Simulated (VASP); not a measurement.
Given:

```xyz
4
Lattice="3.9127 0.0000 0.0000 0.0000 3.9127 0.0000 0.0000 0.0000 3.9127" Properties=species:S:1:pos:R:3 pbc="T T T"
Ti     0.0000     0.0000     0.0000
Pt     0.0000     1.9563     1.9563
Pt     1.9563     0.0000     1.9563
Pt     1.9563     1.9563     0.0000
```

Method: PBE GGA with D4 dispersion, VASP's PBE PAW potentials (set 64) (plane waves; VASP). Settings: 520 eV cut-off, Gaussian smearing of 0.050 eV, potentials Ti_sv Pt.

Unless said otherwise, spin-orbit coupling is left out, though it shifts the bands of the heavy elements here.

Task: Estimate the band gap (along the path) with the smallest direct gap where there is one.

Result: 
* **band gap (along the path)**: none (metal, semimetal or under 0.01 eV)

Total energies compare only between runs with the same potentials, cut-off and functional.

The compound is Pt3Ti in the L1_2 structure. It was relaxed first.
